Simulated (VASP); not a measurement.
These are PBEsol GGA, VASP's PBE PAW potentials (set 64) (plane waves; VASP) values and carry that method's errors.

A VASP calculation is set up with these files.

File POSCAR:
```
Y2H2C
1
    3.6659100000     0.0000000000     0.0000000000
   -1.8329550000     3.1747710000     0.0000000000
    0.0000000000     0.0000000000     5.9976400000
Y H C
2 2 1
Direct
  0.6616020000   0.3329720000   0.7798000000
  0.3339380000   0.6638200000   0.2282790000
  0.6663040000   0.3374810000   0.3863150000
  0.3319350000   0.6611920000   0.6060010000
  0.0062210000   0.0045350000  -0.0003940000
```

INCAR:
```
# general
SYSTEM  = Y2H2C
PREC    = Accurate
ENCUT   = 400
LREAL   = .FALSE.
LASPH   = .TRUE.

# electronic loop
EDIFF   = 1E-6
NELM    = 100
ALGO    = Normal
LMAXMIX = 4

# smearing
ISMEAR  = -1
SIGMA   = 0.1

# functional
GGA     = PS

# ions
ISIF    = 2

# output
LWAVE   = .FALSE.
LCHARG  = .FALSE.
```

**KPOINTS**
```
kpoints
0
G
 8 8 4
0 0 0
```

POTCAR, in this order: Y_sv H C (PBE.64 set). Program: vasp_std.

At this cut-off the stress carries a Pulay error, which pulls relaxed volumes low.

Problem. Predict the energy per atom (σ→0), pressure, largest force, band gap (on the k-mesh).

Solution. 
energy per atom (σ→0): -6.552 eV/atom
band gap (on the k-mesh): none (metal, semimetal or under 0.01 eV)
pressure: -3.42 GPa
largest force: 0.243 eV/Å

OSZICAR:
```
...
DAV:   8    -0.327982597321E+02    0.35600E-01   -0.10003E+00  6944   0.542E+00    0.482E+00
DAV:   9    -0.327690349190E+02    0.29225E-01   -0.16820E-01  5558   0.229E+00    0.183E+00
DAV:  10    -0.327685404481E+02    0.49447E-03   -0.20676E-02  7326   0.943E-01    0.309E-01
DAV:  11    -0.327684137273E+02    0.12672E-03   -0.19900E-03  5562   0.269E-01    0.220E-01
DAV:  12    -0.327683573339E+02    0.56393E-04   -0.51576E-04  6662   0.162E-01    0.595E-02
DAV:  13    -0.327683599041E+02   -0.25702E-05   -0.47432E-05  7260   0.400E-02    0.270E-02
DAV:  14    -0.327683600371E+02   -0.13305E-06   -0.23665E-06  4350   0.138E-02
   1 F= -.32768360E+02 E0= -.32757630E+02  d E =-.214600E-01
```

The structure comes from a computed database's Y2H2C entry; how it stands against other phases isn't given here. The cell was not relaxed at this level, atoms are displaced from their ideal sites.
